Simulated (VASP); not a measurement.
# CsRh4 (Im-3m) in VASP: single point with PBE

Aim: the single point of CsRh4 with PBE.

Everything below comes from runs of VASP 6.6.1. Logs are shortened: lines on timing, memory, paths and dates and some standing lists are left out, and cuts for length are marked.

## Step 1: The cell of the first run

It takes space group Im-3m (No. 229, cubic). The conventional cell has a = 5.853 Å, b = 5.853 Å, c = 5.853 Å, α = 90.00°, β = 90.00°, γ = 90.00°. Around Cs (site symmetry m-3m) lie 8 Rh at 2.53 Å. Rh (site symmetry -3m) has 2 Cs at 2.53 Å as nearest neighbours.

The cell was built by a generator and needn't be a form met in nature.

## Step 2: Single point, PBE (species swapped into the Hg4Pt type (Im-3m, No. 229))

Contents of INCAR:

```
SYSTEM = CsRh4
  PREC = Accurate
  ENCUT = 520
  EDIFF = 1E-7
  ISMEAR = 0
  SIGMA = 0.1
  LREAL = .False.
  LASPH = .True.
  NELM = 100
  ALGO = Fast
  ISIF = 2
  LWAVE = .False.
  LCHARG = .False.
  GGA = PE
  NBANDS = 42
```

Contents of KPOINTS:

```
regular mesh
0
Gamma
  10 10 10
  0 0 0
```

Contents of POSCAR:

```
CsRh4
1.0
   -2.9267216812      2.9267216812      2.9267216812
    2.9267216812     -2.9267216812      2.9267216812
    2.9267216812      2.9267216812     -2.9267216812
Cs Rh
1 4
Direct
    0.0000000000      0.0000000000      0.0000000000
    0.5000000000      0.5000000000      0.5000000000
    0.5000000000      0.0000000000      0.0000000000
    0.0000000000      0.0000000000      0.5000000000
    0.0000000000      0.5000000000      0.0000000000
```

Potentials or basis: VASP PAW PBE potentials, release 64 (Cs_sv, Rh_pv).

Command:

```console
$ cat potpaw_PBE.64/Cs_sv/POTCAR potpaw_PBE.64/Rh_pv/POTCAR > POTCAR
$ mpirun -np 1 vasp_std > vasp.out
```

OUTCAR:

```text
SYSTEM = CsRh4
   PREC = Accurate
   ENCUT = 520
   EDIFF = 1E-7
   ISMEAR = 0
   LREAL = .False.
   LASPH = .True.
   NELM = 100
   ISIF = 2
   GGA = PE

 ion  position               nearest neighbor table
   1  0.000  0.000  0.000-   2 2.53   3 2.53   4 2.53   5 2.53   4 2.53   5 2.53   3 2.53   2 2.53

   2  0.500  0.500  0.500-   1 2.53   1 2.53   4 2.93   5 2.93   3 2.93   5 2.93   4 2.93   3 2.93

   3  0.500  0.000  0.000-   1 2.53   1 2.53   4 2.93   5 2.93   2 2.93   2 2.93   4 2.93   5 2.93

   4  0.000  0.000  0.500-   1 2.53   1 2.53   3 2.93   5 2.93   2 2.93   5 2.93   3 2.93   2 2.93

   5  0.000  0.500  0.000-   1 2.53   1 2.53   3 2.93   4 2.93   2 2.93   4 2.93   2 2.93   3 2.93

  LATTYP: Found a body centered cubic cell.
 ALAT       =     5.8534433624

  Lattice vectors:

 A1 = (  -2.9267216812,   2.9267216812,   2.9267216812)
 A2 = (   2.9267216812,  -2.9267216812,   2.9267216812)
 A3 = (   2.9267216812,   2.9267216812,  -2.9267216812)

Analysis of symmetry for initial positions (statically):
=====================================================================
 Subroutine PRICEL returns:
 Original cell was already a primitive cell.

 Routine SETGRP: Setting up the symmetry group for a
 body centered cubic supercell.

 Subroutine GETGRP returns: Found 48 space group operations
 (whereof 48 operations were pure point group operations)
 out of a pool of 48 trial point group operations.

The static configuration has the point symmetry O_h .

Analysis of symmetry for dynamics (positions and initial velocities):
=====================================================================
 Subroutine PRICEL returns:
 Original cell was already a primitive cell.

 Routine SETGRP: Setting up the symmetry group for a
 body centered cubic supercell.

 Subroutine GETGRP returns: Found 48 space group operations
 (whereof 48 operations were pure point group operations)
 out of a pool of 48 trial point group operations.

The dynamic configuration has the point symmetry O_h .

 Subroutine INISYM returns: Found 48 space group operations
 (whereof 48 operations are pure point group operations),
 and found     1 'primitive' translations

----------------------------------------------------------------------------------------

                                     Primitive cell

[... 92 lines left out ...]
   LSORBIT =      F    spin-orbit coupling
   LASPH  =      T    aspherical Exc in radial PAW
   ENCUT  =  520.0 eV  38.22 Ry    6.18 a.u.   9.43  9.43  9.43*2*pi/ulx,y,z
   NELM   =    100;   NELMIN=  2; NELMDL= -5     # of ELM steps
   EDIFF  = 0.1E-06   stopping-criterion for ELM
   LREAL  =      F    real-space projection
   EDIFFG = 0.1E-05   stopping-criterion for IOM
   NSW    =      0    number of steps for IOM
   IBRION =     -1    ionic relax: 0-MD 1-quasi-New 2-CG
   NFREE  =      0    steps in history (QN), initial steepest desc. (CG)
   ISIF   =      2    stress and relaxation
   ISYM   =      2    0-nonsym 1-usesym 2-fastsym
   POTIM  = 0.5000    time-step for ionic-motion
   TEBEG  =    0.0;   TEEND  =   0.0 temperature during run
   PSTRESS=    0.0 pullay stress
   NELECT =      69.0000    total number of electrons
   NUPDOWN=      -1.0000    fix difference up-down
   EMIN   =  10.00;   EMAX   =-10.00  energy-range for DOS
   EFERMI =   0.00;   METHOD = LEGACY
   ISMEAR =     0;   SIGMA  =   0.10  broadening in eV -4-tet -1-fermi 0-gaus
   EFERMI_NEDOS =   21; number of points for ismear=-14 and -15
   IALGO  =     68    algorithm
   IMIX   =      4    mixing-type and parameters
     AMIX     =   0.40;   BMIX     =  1.00
     AMIX_MAG =   1.60;   BMIX_MAG =  1.00
  volume/ion in A,a.u.               =      20.06       135.34
  Fermi-wavevector in a.u.,A,eV,Ry     =   1.445295  2.731211 28.420898  2.088877
  Thomas-Fermi vector in A             =   2.563493
   LORBIT       =      0    0 simple, 1 ext, 2 COOP (PROOUT), +10 PAW based schemes
   GGA     = PE    functional components
   LHFCALC =     F    Hartree Fock is set to
   AEXX    =    0.0000 exact exchange contribution
   IVDW    =     0    specifies the selected vdW correction
   LEPSILON=     F    determine dielectric tensor
   LRPA    =     F    only Hartree local field effects (RPA)
 non-spin polarized calculation
 RMM-DIIS sequential band-by-band and
 Gauss-broadening in eV      SIGMA  =   0.10
  energy-cutoff  :      520.00
  volume of cell :      100.28
 maximum number of plane-waves:      2731
 NGX is ok and might be reduce to    40
   NGX = 19   NGY = 19   NGZ = 19

 number of electron      69.0000021 magnetization

 Free energy of the ion-electron system (eV)
  ---------------------------------------------------
  ext. energy  EPLUGINS =         0.00000000
  ---------------------------------------------------
  free energy    TOTEN  =       -19.80573481 eV

  energy without entropy =      -19.75995147  energy(sigma->0) =      -19.78284314

 E-fermi :   6.5771     XC(G=0): -11.5758

 val. band max:        6.5713699425   @ k =  -0.1000   0.1000   0.1000
 cond. band min:       6.5797669964   @ k =  -0.3000   0.4000   0.1000
 fundamental gap:      0.0083970539
 Fermi energy:         6.5771292879

 k-point     1 :       0.0000    0.0000    0.0000
  band No.  band energies     occupation
      1     -39.3543      2.00000
      2     -39.3543      2.00000
      3     -39.3543      2.00000
      4     -39.1925      2.00000
      5     -38.9441      2.00000
      6     -38.9441      2.00000
[... 1069 lines left out ...]
     41      12.0367      0.00000
     42      12.3267      0.00000

 [... further k-points ...]
[... 5 lines left out ...]
  --------------------------------------------------------------------------------------
  -------------------------------------------------------------------------------------
  Total        2.5758400      2.5758400      2.5758400     -0.0000000     -0.0000000      0.0000000
  in kB       41.1552460     41.1552460     41.1552460     -0.0000000     -0.0000000      0.0000000
  external PRESSURE =      41.1552460 kB  Pullay stress =       0.0000000 kB

 VOLUME and BASIS-vectors are now :
 -----------------------------------------------------------------------------
  energy-cutoff  :      520.00
  volume of cell :      100.28
      direct lattice vectors                 reciprocal lattice vectors
    -2.926721681  2.926721681  2.926721681     0.000000000  0.170839613  0.170839613
     2.926721681 -2.926721681  2.926721681     0.170839613  0.000000000  0.170839613
     2.926721681  2.926721681 -2.926721681     0.170839613  0.170839613  0.000000000

 POSITION                                       TOTAL-FORCE (eV/Angst)
 -----------------------------------------------------------------------------------
      0.00000      0.00000      0.00000         0.000000     -0.000000     -0.000000
      1.46336      1.46336      1.46336        -0.000000      0.000000     -0.000000
     -1.46336      1.46336      1.46336        -0.000000     -0.000000      0.000000
      1.46336      1.46336     -1.46336         0.000000     -0.000000      0.000000
      1.46336     -1.46336      1.46336         0.000000     -0.000000      0.000000
 -----------------------------------------------------------------------------------
    total drift:                                0.000000     -0.000000      0.000000

  FREE ENERGIE OF THE ION-ELECTRON SYSTEM (eV)
  ---------------------------------------------------
  free  energy   TOTEN  =       -19.8057348116 eV

  energy  without entropy=      -19.7599514703  energy(sigma->0) =      -19.78284314
```

OSZICAR:

```text
N       E                     dE             d eps       ncg     rms          rms(c)
DAV:   1     0.838293918774E+03    0.83829E+03   -0.42463E+04  4004   0.174E+03
DAV:   2     0.123451195641E+02   -0.82595E+03   -0.80782E+03  4254   0.532E+02
DAV:   3    -0.198221409514E+02   -0.32167E+02   -0.31182E+02  4528   0.105E+02
DAV:   4    -0.204195648926E+02   -0.59742E+00   -0.59452E+00  4252   0.137E+01
DAV:   5    -0.204279924918E+02   -0.84276E-02   -0.84216E-02  4518   0.167E+00    0.129E+01
RMM:   6    -0.198873836866E+02    0.54061E+00   -0.90121E-01  4075   0.511E+00    0.697E+00
RMM:   7    -0.198125259253E+02    0.74858E-01   -0.49385E-01  4279   0.211E+00    0.223E+00
RMM:   8    -0.198082036740E+02    0.43223E-02   -0.47294E-02  4324   0.117E+00    0.747E-01
RMM:   9    -0.198057044247E+02    0.24992E-02   -0.11262E-02  4286   0.565E-01    0.120E-01
RMM:  10    -0.198057113195E+02   -0.68948E-05   -0.14304E-03  4832   0.173E-01    0.569E-02
RMM:  11    -0.198057404005E+02   -0.29081E-04   -0.34399E-04  4548   0.927E-02    0.222E-02
RMM:  12    -0.198057334971E+02    0.69034E-05   -0.83728E-05  4702   0.506E-02    0.767E-03
RMM:  13    -0.198057348296E+02   -0.13325E-05   -0.17150E-05  4467   0.269E-02    0.433E-03
RMM:  14    -0.198057346777E+02    0.15188E-06   -0.66620E-06  4955   0.148E-02    0.104E-03
RMM:  15    -0.198057349210E+02   -0.24326E-06   -0.14474E-06  4748   0.707E-03    0.750E-04
RMM:  16    -0.198057347949E+02    0.12608E-06   -0.22166E-07  2568   0.334E-03    0.392E-04
RMM:  17    -0.198057348116E+02   -0.16733E-07   -0.68483E-08  2398   0.180E-03
   1 F= -.19805735E+02 E0= -.19782843E+02  d E =-.457833E-01
```

stdout:

```text
POSCAR found type information on POSCAR CsRh
 POSCAR found :  2 types and       5 ions
 scaLAPACK will be used
 LDA part: xc-table for (Slater+PW92), standard interpolation
 POSCAR, INCAR and KPOINTS ok, starting setup
 FFT: planning ... GRIDC
 FFT: planning ... GRID_SOFT
 FFT: planning ... GRID
 WAVECAR not read
 entering main loop
```

Run time: 3.4 min. Hardware: 1 thread of Intel Xeon Platinum 8488C (Sapphire Rapids), shared host; peak memory 0.33 GiB.

What came out:

```yaml
Free_energy: -19.8057 eV
Pressure: 4.1 GPa
Band_gap_on_the_k_mesh: none (metal or under the smearing width)
```

Levels at points of the mesh, in eV from the Fermi level:
| k point | band 32 | band 33 | band 34 | band 35 | band 36 | band 37 |
| --- | --- | --- | --- | --- | --- | --- |
| (0.00, 0.00, 0.00) | -0.03 | -0.03 | -0.03 | 0.82 | 0.82 | 0.82 |
| (0.50, 0.00, 0.00) | -0.68 | -0.51 | -0.35 | -0.27 | -0.10 | 0.62 |
| (0.50, 0.50, 0.50) | 0.18 | 0.18 | 0.93 | 0.93 | 1.14 | 1.14 |
